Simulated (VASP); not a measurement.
Here is the system:

```
CELL_PARAMETERS angstrom
     -1.63981     1.63981     5.55160
      1.63981    -1.63981     5.55160
      1.63981     1.63981    -5.55160
ATOMIC_POSITIONS crystal
  Tc 0.75000 0.75000 0.00000
  Tc 0.50000 0.00000 0.50000
  Se 0.16600 0.16600 0.00000
  Se 0.91600 0.41600 0.50000
```

Method: PBE GGA, VASP's PBE PAW potentials (set 64) (plane waves; VASP). Settings: 300 eV cut-off, 5×5×5 Γ-centred mesh, Fermi-Dirac smearing of 0.10 eV, potentials Tc_pv Se.

At this cut-off the stress carries a Pulay error, which pulls relaxed volumes low. Energy and stress use the plane-wave basis of the starting cell.

Problem. The ions, cell shape and volume are relaxed. Give the cell that the relaxation ends in.

Solution. 
```
CELL_PARAMETERS angstrom
     -1.71152     1.71152     5.56264
      1.71152    -1.71152     5.56264
      1.71152     1.71152    -5.56264
ATOMIC_POSITIONS crystal
  Tc 0.75085 0.75085 0.00000
  Tc 0.50085 0.00085 0.50000
  Se 0.16515 0.16515 0.00000
  Se 0.91515 0.41515 0.50000
```
Space group I4_1md (109), at a tolerance of 0.03 Å.

Problem. How do energy and volume change from the first to the last step?

Solution. The energy (σ→0) changes by -86.5 meV/atom and the volume by +9.2 %, in 11 ionic steps.

The structure was generated: TcSe was put into an ordered model structure, which need not be its known phase. This run relaxes it. Symmetry was kept, so distortions that lower it aren't found. The k-mesh is coarse (spacing up to 0.52 per Å, 2π included), so the numbers may not be converged in it. The run is one of a series of settings (EDIFFG = -0.01, IBRION = 2, ISIF = 3, NSW = 50 against the base run), some of them coarse on purpose.
